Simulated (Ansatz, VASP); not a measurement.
# HfTa3N2 in VASP and in Ansatz

Contents of INCAR:

```
SYSTEM = HfTa3N2
PREC = Accurate
ENCUT = 520
EDIFF = 1E-6
ISMEAR = 0
SIGMA = 0.1
LREAL = .FALSE.
LASPH = .TRUE.
NELM = 100
ALGO = Normal
ISIF = 2
LWAVE = .FALSE.
LCHARG = .TRUE.
GGA = PE
LELF = .TRUE.
LVHAR = .TRUE.
NBANDS = 36
```

KPOINTS

```
Automatic mesh
0
G
  6 6 6
  0 0 0
```

The input POSCAR:

```
HfTa3N2
1.0
    2.5060086000      1.4468447400      4.0527232300
   -2.5060086000      1.4468447400      4.0527232300
    0.0000000000     -2.8936894800      4.0527232300
Hf Ta N
1 3 2
Direct
    0.0000000000      0.0000000000      0.0000000000
    0.0000000000      0.5000000000      0.0000000000
    0.5000000000      0.0000000000      0.0000000000
    0.0000000000      0.0000000000      0.5000000000
    0.6225940000      0.6225940000      0.6225940000
    0.3774060000      0.3774060000      0.3774060000
```

Input for Ansatz:

```yaml
crystal:
  lattice:
    - [2.5060086, 1.44684474, 4.05272323]
    - [-2.5060086, 1.44684474, 4.05272323]
    - [0.0, -2.89368948, 4.05272323]
  atoms:
    - { symbol: Hf, position: [0.0, 0.0, 0.0] }
    - { symbol: Ta, position: [0.0, 0.5, 0.0] }
    - { symbol: Ta, position: [0.5, 0.0, 0.0] }
    - { symbol: Ta, position: [0.0, 0.0, 0.5] }
    - { symbol: "N", position: [0.622594, 0.622594, 0.622594] }
    - { symbol: "N", position: [0.377406, 0.377406, 0.377406] }
basis:
  ecutwfc: 420
kpoints:
  mp_grid: { grid: [6, 6, 6] }
hamiltonian:
  xc: pbe
scf:
  occupations: { method: gaussian, width: 0.1 }
  lower_state_search: "off"
output:
  forces: true
  stress: true
  eigenvalues: true
```

Change from the starting cell: species swapped into the Gd2AlFe3 type (R-3m, No. 166).

Alike in both runs: task single point; functional PBE; k mesh 6 × 6 × 6; occupations gaussian, width 0.1 eV; no spin polarisation.

|  | VASP | Ansatz |
| --- | --- | --- |
| version | VASP 6.6.1 | Ansatz 0.2.0 |
| potentials or method | VASP PAW PBE potentials, release 64 (Hf_pv, Ta_pv, N) | scalar-relativistic, plane waves, PAW |
| plane-wave cutoff (eV) | 520 | 420 |
| valence electrons in the cell | 53 | 75 |

VASP gave:

* gap on the k mesh at the Fermi level (eV): none
* rms of the force components (eV/Å): 0.018

Estimate Ansatz's values.

gap on the k mesh at the Fermi level (eV): none; rms of the force components (eV/Å): 0.020.

Atom by atom the forces differ by 0.001 eV/Å (rms over components). A gap of «none» marks a metal or a gap that the smearing closes. With one functional, cell and mesh, what is left measures potentials, basis and numerics. The two sets of potentials don't hold the same shells in valence.

 The runs have no spin-orbit coupling, so splittings on Hf, Ta are missing.
